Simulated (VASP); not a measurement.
## NaNb and the effect of spin-orbit coupling

The cell as given:

The structure is cubic, space group Fm-3m (No. 225). The conventional cell has a = 5.727 Å, b = 5.727 Å, c = 5.727 Å, α = 90.00°, β = 90.00°, γ = 90.00°. Na (site symmetry m-3m) is surrounded by 6 Nb at 2.86 Å. Nb (site symmetry m-3m) has 6 Na at 2.86 Å as nearest neighbours.

The cell comes from a database or a generator and needn't be the stable form of this composition.

Kept alike: task relaxation of cell and atoms; functional PBE; k mesh 6 × 6 × 6; occupations fermi-dirac, width 0.05 eV. Program: VASP, PBE PAW files Na_pv, Nb_sv, 600 eV. The mesh is that of the run's cell of 2 atoms.

```csv
spin-orbit coupling,volume (Å³/atom)
off,22.118
on,22.144
```

The relaxations keep at least the cell's symmetry (Fm-3m). For a metal such a mesh leaves the last digits unconverged. Relaxations stop with a little pressure left, so the last digits of a volume or edge aren't settled.

**Question.** What does spin-orbit coupling change here?

**Answer.** The volume runs from 22.118 (off) to 22.144 Å³/atom (on).
